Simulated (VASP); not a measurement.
# Al3BiO3 (P6/mmm) in VASP: a series of runs

One crystal, Al3BiO3, is run at these levels: PBE; tasks: relaxation of cell and atoms.

Program: VASP 6.6.1. These are calculated values, not measurements. Logs are shortened: lines on timing, memory, paths and dates and some standing lists are left out, and cuts for length are marked.

## Step 1: Starting point

Symmetry: P6/mmm, No. 191, hexagonal system. The conventional cell has a = 4.734 Å, b = 4.734 Å, c = 5.792 Å, α = 90.00°, β = 90.00°, γ = 120.00°. Al (site symmetry mmm) is surrounded by 4 Al at 2.37 Å and 2 Bi at 2.37 Å. Around Bi (site symmetry 6/mmm) lie 6 Al at 2.37 Å. O (site symmetry -6m2) has 6 O at 2.73 Å as nearest neighbours. O (site symmetry 6/mmm) has 6 O at 2.73 Å and 2 Bi at 2.90 Å as nearest neighbours.

The cell was built by a generator and needn't be a form met in nature.

## Step 2: Relaxation of cell and atoms, PBE

INCAR reads:

```
ALGO = Fast
EDIFF = 1E-4
EDIFFG = -0.08
ENCUT = 520
GGA = PE
IBRION = 2
ISIF = 3
ISMEAR = 0
LASPH = True
LCHARG = False
LREAL = False
LWAVE = False
NELM = 60
NSW = 24
PREC = Normal
SIGMA = 0.15
```

KPOINTS reads:

```
k-points
0
Gamma
  4 4 3
```

POSCAR reads:

```
Al3BiO3
1.0
    4.7340357300      0.0000000000      0.0000000000
   -2.3670178600      4.0997952000      0.0000000000
    0.0000000000      0.0000000000      5.7924996500
Al Bi O
3 1 3
Direct
    0.5000000000      0.0000000000      0.0000000000
    0.0000000000      0.5000000000      0.0000000000
    0.5000000000      0.5000000000      0.0000000000
    0.0000000000      0.0000000000      0.0000000000
    0.3333333300      0.6666666700      0.5000000000
    0.6666666700      0.3333333300      0.5000000000
    0.0000000000      0.0000000000      0.5000000000
```

Potentials or basis: VASP PAW PBE potentials, release 64 (Al, Bi_d, O).

Started as:

```sh
$ cat potpaw_PBE.64/Al/POTCAR potpaw_PBE.64/Bi_d/POTCAR potpaw_PBE.64/O/POTCAR > POTCAR
$ mpirun -np 1 vasp_std > vasp.out
```

OUTCAR:

```text
EDIFF = 1E-4
   EDIFFG = -0.08
   ENCUT = 520
   GGA = PE
   IBRION = 2
   ISIF = 3
   ISMEAR = 0
   LASPH = True
   LREAL = False
   NELM = 60
   NSW = 24
   PREC = Normal

 ion  position               nearest neighbor table
   1  0.500  0.000  0.000-   3 2.37   3 2.37   2 2.37   2 2.37   4 2.37   4 2.37
   2  0.000  0.500  0.000-   4 2.37   4 2.37   1 2.37   1 2.37   3 2.37   3 2.37
   3  0.500  0.500  0.000-   1 2.37   1 2.37   4 2.37   4 2.37   2 2.37   2 2.37
   4  0.000  0.000  0.000-   2 2.37   2 2.37   3 2.37   3 2.37   1 2.37   1 2.37   7 2.90   7 2.90

   5  0.333  0.667  0.500-
   6  0.667  0.333  0.500-
   7  0.000  0.000  0.500-   4 2.90   4 2.90

  LATTYP: Found a hexagonal cell.
 ALAT       =     4.7340357300
 C/A-ratio  =     1.2235859593

  Lattice vectors:

 A1 = (   4.7340357300,   0.0000000000,   0.0000000000)
 A2 = (  -2.3670178600,   4.0997952000,   0.0000000000)
 A3 = (   0.0000000000,   0.0000000000,   5.7924996500)

Analysis of symmetry for initial positions (statically):
=====================================================================
 Subroutine PRICEL returns:
 Original cell was already a primitive cell.

 Routine SETGRP: Setting up the symmetry group for a
 hexagonal supercell.

 Subroutine GETGRP returns: Found 24 space group operations
 (whereof 24 operations were pure point group operations)
 out of a pool of 24 trial point group operations.

The static configuration has the point symmetry D_6h.

Analysis of symmetry for dynamics (positions and initial velocities):
=====================================================================
 Subroutine PRICEL returns:
 Original cell was already a primitive cell.

 Routine SETGRP: Setting up the symmetry group for a
 hexagonal supercell.

 Subroutine GETGRP returns: Found 24 space group operations
 (whereof 24 operations were pure point group operations)
 out of a pool of 24 trial point group operations.

The dynamic configuration has the point symmetry D_6h.

 Subroutine INISYM returns: Found 24 space group operations
 (whereof 24 operations are pure point group operations),
 and found     1 'primitive' translations

----------------------------------------------------------------------------------------

                                     Primitive cell

  volume of cell :     112.4242

  direct lattice vectors                    reciprocal lattice vectors
     4.734035730  0.000000000  0.000000000     0.211236260  0.121957311  0.000000000
    -2.367017860  4.099795200  0.000000000     0.000000000  0.243914623  0.000000000
     0.000000000  0.000000000  5.792499650     0.000000000  0.000000000  0.172637041

  length of vectors
     4.734035730  4.734035724  5.792499650     0.243914623  0.243914623  0.172637041

  position of ions in fractional coordinates (direct lattice)
     0.500000000  0.000000000  0.000000000
     0.000000000  0.500000000  0.000000000
     0.500000000  0.500000000  0.000000000
     0.000000000  0.000000000  0.000000000
     0.333333330  0.666666670  0.500000000
     0.666666670  0.333333330  0.500000000
     0.000000000  0.000000000  0.500000000

  ion indices of the primitive-cell ions
   primitive index   ion index
                 1           1
                 2           2
                 3           3
                 4           4
                 5           5
                 6           6
                 7           7

----------------------------------------------------------------------------------------

 KPOINTS: k-points

Automatic generation of k-mesh.
 Grid dimensions read from file:
 generate k-points for:    4    4    3

 Generating k-lattice:

  Cartesian coordinates                     Fractional coordinates (reciprocal lattice)
     0.052809065  0.030489328  0.000000000     0.250000000  0.000000000  0.000000000
     0.000000000  0.060978656  0.000000000     0.000000000  0.250000000  0.000000000
     0.000000000  0.000000000  0.057545680     0.000000000  0.000000000  0.333333333

  Length of vectors
     0.060978656  0.060978656  0.057545680

[... 43 lines left out ...]
   AEXX    =    0.0000 exact exchange contribution
   IVDW    =     0    specifies the selected vdW correction
   LEPSILON=     F    determine dielectric tensor
   LRPA    =     F    only Hartree local field effects (RPA)
 conjugate gradient relaxation of ions
 non-spin polarized calculation
 RMM-DIIS sequential band-by-band and
 Gauss-broadening in eV      SIGMA  =   0.15
  energy-cutoff  :      520.00
  volume of cell :      112.42
 maximum number of plane-waves:      3044
   NGX = 17   NGY = 17   NGZ = 21

--------------------------------------- Ionic step        1  -------------------------------------------

 number of electron      41.9999980 magnetization

 Free energy of the ion-electron system (eV)
  ---------------------------------------------------
  ext. energy  EPLUGINS =         0.00000000
  ---------------------------------------------------
  free energy    TOTEN  =       -15.30396949 eV

  energy without entropy =      -15.16181697  energy(sigma->0) =      -15.23289323

------------------------ aborting loop because EDIFF is reached ----------------------------------------

  FORCE on cell =-STRESS in cart. coord.  units (eV):
  Direction    XX          YY          ZZ          XY          YZ          ZX
  --------------------------------------------------------------------------------------
  -------------------------------------------------------------------------------------
  Total       39.8163187     39.8163186    -19.1678372      0.0000000      0.0000000      0.0000000
  in kB      567.4295862    567.4295849   -273.1643273      0.0000007      0.0000000      0.0000000
  external PRESSURE =     287.2316146 kB  Pullay stress =       0.0000000 kB
[... 67 lines left out ...]
  energy  without entropy=      -24.3461671495  energy(sigma->0) =      -24.42683513

--------------------------------------- Ionic step        3  -------------------------------------------

 number of electron      41.9999952 magnetization

 E-fermi :   2.0693     XC(G=0):  -8.6931

 val. band max:        2.0557831012   @ k =   0.2500   0.2500   0.3333
 cond. band min:       2.0910729028   @ k =   0.2500   0.0000   0.3333
 fundamental gap:      0.0352898016
 Fermi energy:         2.0693026524

 k-point     1 :       0.0000    0.0000    0.0000
  band No.  band energies     occupation
      1     -20.6738      2.00000
      2     -20.6737      2.00000
      3     -20.6008      2.00000
      4     -20.5909      2.00000
      5     -20.5909      2.00000
      6     -13.5547      2.00000
[... 292 lines left out ...]
  energy  without entropy=      -30.1616731283  energy(sigma->0) =      -30.19418038

--------------------------------------- Ionic step        5  -------------------------------------------

 number of electron      41.9999954 magnetization

 E-fermi :   4.8233     XC(G=0):  -9.5689

 val. band max:        4.7957842062   @ k =   0.5000   0.0000   0.3333
 cond. band min:       4.8572983070   @ k =   0.2500   0.2500   0.3333
 fundamental gap:      0.0615141007
 Fermi energy:         4.8232958770

 k-point     1 :       0.0000    0.0000    0.0000
  band No.  band energies     occupation
      1     -19.0627      2.00000
      2     -18.1004      2.00000
      3     -18.1003      2.00000
      4     -17.9675      2.00000
      5     -17.9675      2.00000
      6     -13.1140      2.00000
[... 374 lines left out ...]
  energy  without entropy=      -30.9620793116  energy(sigma->0) =      -30.98642664

--------------------------------------- Ionic step        9  -------------------------------------------

 number of electron      42.0000035 magnetization

 Free energy of the ion-electron system (eV)
  ---------------------------------------------------
  ext. energy  EPLUGINS =         0.00000000
  ---------------------------------------------------
  free energy    TOTEN  =       -31.03142621 eV

  energy without entropy =      -30.98459419  energy(sigma->0) =      -31.00801020

 E-fermi :   6.4367     XC(G=0): -10.1869

 val. band max:        6.4112229266   @ k =   0.2500   0.0000   0.3333
 cond. band min:       6.6402429277   @ k =   0.2500   0.2500   0.3333
 fundamental gap:      0.2290200011
 Fermi energy:         6.4367440507

 k-point     1 :       0.0000    0.0000    0.0000
  band No.  band energies     occupation
      1     -17.9401      2.00000
      2     -16.8314      2.00000
      3     -16.8314      2.00000
      4     -16.6875      2.00000
      5     -16.6875      2.00000
      6     -11.9942      2.00000
[... 247 lines left out ...]
  FREE ENERGIE OF THE ION-ELECTRON SYSTEM (eV)
  ---------------------------------------------------
  free  energy   TOTEN  =       -31.0314262129 eV

  energy  without entropy=      -30.9845941893  energy(sigma->0) =      -31.00801020

 reached required accuracy - stopping structural energy minimisation
```

Run time: 53 s. Hardware: 1 thread of Intel Xeon 6975P-C (Granite Rapids), shared host; peak memory 0.18 GiB.

Results:

- Free energy: -31.0314 eV
- Relaxed volume: 15.37 Å³/atom
- Relaxed cell: a = 5.668 Å, b = 5.668 Å, c = 3.868 Å, α = 90.00°, β = 90.00°, γ = 120.00°
- Space group after relaxing (to 0.05 Å): P6/mmm (No. 191)
- Energy gained by relaxing: 2246.8 meV/atom
- Ionic steps: 9
- Pressure after relaxing: -0.1 GPa
- Band gap on the k mesh: none (metal or under the smearing width)

The path:
```tsv
step	energy change (eV)	largest force (eV/Å)	pressure (GPa)	volume (Å³)
1	0.0000	0.0000	28.72	112.42
2	-9.2035	0.0000	-16.02	158.47
3	-9.1069	0.0000	-14.18	154.42
4	-14.9227	0.0000	-11.63	125.17
5	-14.9408	0.0000	-10.89	124.26
6	-15.6446	0.0000	5.86	102.90
7	-15.7102	0.0000	1.09	107.16
8	-15.7068	0.0000	-0.94	108.13
9	-15.7275	0.0000	-0.09	107.62
```

Final structure:
```
Al Bi O
1.0
     5.66815    0.00000    0.00000
    -2.83408    4.90876    0.00000
     0.00000    0.00000    3.86799
Al Bi O
3 1 3
Direct
  0.50000 0.00000 0.00000
  0.00000 0.50000 0.00000
  0.50000 0.50000 0.00000
  0.00000 0.00000 0.00000
  0.33333 0.66667 0.50000
  0.66667 0.33333 0.50000
  0.00000 0.00000 0.50000
```

Caveat: the k mesh is coarse (spacing up to 0.38 Å⁻¹), so the values aren't converged; spin-orbit coupling is left out, which moves the levels of the heavy elements; the relaxation stopped at a loose force limit of 0.08 eV/Å, so its end isn't a converged minimum.

## Step 3: Relaxation of cell and atoms, PBE

This run uses another cell than the first one, of 15.19 Å³/atom, 0.946 times its volume.

INCAR is that of step 2.

KPOINTS is that of step 2.

POSCAR reads:

```
Al3BiO3
1.0
    4.5876064600      0.0000000000      0.0000000000
   -2.2938032300      3.9729837400      0.0000000000
    0.0000000000      0.0000000000      5.8326144900
Al Bi O
3 1 3
Direct
    0.3333333300      0.6666666700      0.7467192100
    0.6666666700      0.3333333300      0.2532807900
    0.0000000000      0.0000000000      0.0000000000
    0.0000000000      0.0000000000      0.5000000000
    0.5000000000      0.0000000000      0.0000000000
    0.0000000000      0.5000000000      0.0000000000
    0.5000000000      0.5000000000      0.0000000000
```

Potentials or basis: VASP PAW PBE potentials, release 64 (Al, Bi_d, O).

Started as:

```sh
$ cat potpaw_PBE.64/Al/POTCAR potpaw_PBE.64/Bi_d/POTCAR potpaw_PBE.64/O/POTCAR > POTCAR
$ mpirun -np 1 vasp_std > vasp.out
```

Wall time 2 min (1 thread of Intel Xeon 6975P-C (Granite Rapids), shared host); peak memory 0.18 GiB.

It converged, with:

```
Free energy                            : -39.1821 eV
Relaxed volume                         : 21.63 Å³/atom
Relaxed cell                           : a = 5.681 Å, b = 5.681 Å, c = 5.417 Å, α = 90.00°, β = 90.00°, γ = 120.00°
Space group after relaxing (to 0.05 Å) : P-3m1 (No. 164)
Energy gained by relaxing              : 542.4 meV/atom
Ionic steps                            : 24
Pressure after relaxing                : 0.4 GPa
Largest force after relaxing           : 0.033 eV/Å
Band gap on the k mesh                 : none (metal or under the smearing width)
```

Forces on the atoms (eV/Å):
```
Al   0.000  0.000  0.033
Al   0.000  0.000 -0.033
Al   0.000  0.000  0.000
Bi   0.000  0.000  0.000
O    0.000  0.000  0.000
O    0.000  0.000  0.000
O    0.000  0.000  0.000
```

The path:
```
step  energy change (eV)  largest force (eV/Å)  pressure (GPa)  volume (Å³)
   1              0.0000                3.0943           -3.30       106.31
   2             -1.3722                2.1070            5.48       101.31
   3             -1.6614                0.1715           17.50        97.30
   4             -2.2220                0.2312           15.63       102.51
   5             -2.6749                0.4243           12.53       112.42
   6             -3.2123                1.2462            1.14       123.04
   7             -3.2295                1.5838           -1.05       125.64
   8             -3.3933                1.0467           -0.34       127.15
   9             -3.4748                0.3546            1.26       128.96
  10             -3.4763                0.2220            1.46       129.30
  11             -3.5039                0.4126            0.51       131.85
  12             -3.5420                0.9820           -1.87       139.41
  13             -3.5544                0.9667           -1.80       140.10
  14             -3.5908                0.9235           -1.97       142.20
  15             -3.6528                0.8188           -2.24       146.47
  16             -3.6818                0.6297           -3.67       155.24
  17             -3.7499                0.1577           -1.33       153.79
  18             -3.7584                0.0708            0.11       152.96
  19             -3.7765                0.0180            0.10       152.77
  20             -3.7955                0.1226           -0.46       152.19
  21             -3.7959                0.1077           -0.28       152.27
  22             -3.7956                0.0937           -0.25       152.33
  23             -3.7958                0.0998           -0.42       152.30
  24             -3.7969                0.0328            0.36       151.39
```

Final structure:
```cif
data_structure
_symmetry_space_group_name_H-M 'P 1'
_symmetry_Int_Tables_number 1
_cell_length_a 5.6807
_cell_length_b 5.6807
_cell_length_c 5.4170
_cell_angle_alpha 90.000
_cell_angle_beta 90.000
_cell_angle_gamma 120.000
_cell_volume 151.39
loop_
_atom_site_label
_atom_site_type_symbol
_atom_site_fract_x
_atom_site_fract_y
_atom_site_fract_z
_atom_site_occupancy
Al1 Al 0.33333 0.66667 0.93766 1
Al2 Al 0.66667 0.33333 0.06234 1
Al3 Al 0.00000 0.00000 0.00000 1
Bi1 Bi 0.00000 0.00000 0.50000 1
O1 O 0.50000 0.00000 0.00000 1
O2 O 0.00000 0.50000 0.00000 1
O3 O 0.50000 0.50000 0.00000 1
```

Levels at points of the mesh, in eV from the Fermi level:
| k point | band 18 | band 19 | band 20 | band 21 | band 22 | band 23 | band 24 | band 25 |
| --- | --- | --- | --- | --- | --- | --- | --- | --- |
| (0.00, 0.00, 0.00) | -2.91 | -2.29 | -2.16 | 0.21 | 0.21 | 0.62 | 3.75 | 4.48 |
| (0.50, 0.00, 0.00) | -3.49 | -2.43 | -1.55 | -0.75 | -0.12 | 2.07 | 3.00 | 3.57 |

Caveat: the k mesh is coarse (spacing up to 0.40 Å⁻¹), so the values aren't converged; the volume moved by over 15 % at a fixed basis, so the end points are rough; spin-orbit coupling is left out, which moves the levels of the heavy elements; the relaxation stopped at a loose force limit of 0.08 eV/Å, so its end isn't a converged minimum.

## Step 4: Relaxation of cell and atoms, PBE

This run uses another cell than the first one, of 17.86 Å³/atom, 1.112 times its volume.

INCAR is that of step 3.

KPOINTS reads:

```
k-points
0
Gamma
  4 4 2
```

POSCAR reads:

```
Al3BiO3
1.0
    4.0751060800      0.0000000000      0.0000000000
   -2.0375530400      3.5291453900      0.0000000000
    0.0000000000      0.0000000000      8.6930133800
Al Bi O
3 1 3
Direct
    0.0000000000      0.0000000000      0.7890175900
    0.0000000000      0.0000000000      0.2109824100
    0.0000000000      0.0000000000      0.0000000000
    0.0000000000      0.0000000000      0.5000000000
    0.5000000000      0.0000000000      0.5000000000
    0.0000000000      0.5000000000      0.5000000000
    0.5000000000      0.5000000000      0.5000000000
```

Started as:

```sh
$ cat potpaw_PBE.64/Al/POTCAR potpaw_PBE.64/Bi_d/POTCAR potpaw_PBE.64/O/POTCAR > POTCAR
$ mpirun -np 1 vasp_std > vasp.out
```

It took 2.4 min on 1 thread of Intel Xeon 6975P-C (Granite Rapids), shared host; peak memory 0.19 GiB.

The run converged. Its results:

| Item | Value |
| --- | --- |
| Free energy | -23.3867 eV |
| Relaxed volume | 26.37 Å³/atom |
| Relaxed cell | a = 4.522 Å, b = 4.522 Å, c = 10.424 Å, α = 90.00°, β = 90.00°, γ = 120.00° |
| Space group after relaxing (to 0.05 Å) | P6/mmm (No. 191) |
| Energy gained by relaxing | 1360.8 meV/atom |
| Ionic steps | 14 |
| Pressure after relaxing | 0.2 GPa |
| Largest force after relaxing | 0.080 eV/Å |
| Band gap on the k mesh | none (metal or under the smearing width) |

Forces on the atoms (eV/Å):
```
Al   0.000  0.000  0.080
Al   0.000  0.000 -0.080
Al   0.000  0.000  0.000
Bi   0.000  0.000  0.000
O    0.000  0.000  0.000
O    0.000  0.000  0.000
O    0.000  0.000  0.000
```

Stress tensor (GPa, compression positive):
```
0.16 0.00 0.00
0.00 0.16 0.00
0.00 0.00 0.30
```

The path:
| step | energy change (eV) | largest force (eV/Å) | pressure (GPa) | volume (Å³) |
| --- | --- | --- | --- | --- |
| 1 | 0.0000 | 11.5719 | 50.24 | 125.02 |
| 2 | 7.6101 | 0.3611 | -10.83 | 253.47 |
| 3 | -3.4861 | 1.1972 | -0.95 | 218.06 |
| 4 | -8.1944 | 1.1225 | -4.18 | 212.11 |
| 5 | -7.2846 | 1.1929 | 17.70 | 165.00 |
| 6 | -9.0028 | 1.4720 | -1.57 | 196.75 |
| 7 | -9.2453 | 1.5982 | 1.94 | 181.36 |
| 8 | -9.2484 | 1.5807 | 2.23 | 179.90 |
| 9 | -9.2472 | 1.5606 | 2.46 | 178.68 |
| 10 | -9.4621 | 0.7306 | -0.89 | 188.77 |
| 11 | -9.4645 | 0.6537 | -1.09 | 189.79 |
| 12 | -9.5167 | 0.3144 | -0.36 | 186.48 |
| 13 | -9.5254 | 0.0947 | 0.21 | 184.70 |
| 14 | -9.5255 | 0.0796 | 0.21 | 184.56 |

Final structure:
```
CELL_PARAMETERS angstrom
4.52156 0.00000 0.00000
-2.26078 3.91579 0.00000
0.00000 0.00000 10.42364
ATOMIC_POSITIONS crystal
Al 0.00000 0.00000 0.76067
Al 0.00000 0.00000 0.23933
Al 0.00000 0.00000 0.00000
Bi 0.00000 0.00000 0.50000
O 0.50000 0.00000 0.50000
O 0.00000 0.50000 0.50000
O 0.50000 0.50000 0.50000
```

Levels at points of the mesh, in eV from the Fermi level:
```tsv
k point	band 17	band 18	band 19	band 20	band 21	band 22	band 23	band 24	band 25
(0.00, 0.00, 0.00)	-1.23	-1.23	-0.94	-0.69	0.87	0.87	1.80	1.80	2.82
(0.50, 0.00, 0.00)	-1.90	-1.55	-1.39	-1.29	-0.90	0.24	0.53	0.72	1.02
(0.00, 0.00, 0.50)	-1.24	-1.24	-0.94	0.63	0.87	0.87	1.51	1.78	1.78
(0.50, 0.00, 0.50)	-1.89	-1.43	-1.29	-1.21	-0.61	-0.24	0.72	1.07	1.97
```

Caveat: the k mesh is coarse (spacing up to 0.45 Å⁻¹), so the values aren't converged; the volume moved by over 15 % at a fixed basis, so the end points are rough; spin-orbit coupling is left out, which moves the levels of the heavy elements; the relaxation stopped at a loose force limit of 0.08 eV/Å, so its end isn't a converged minimum.
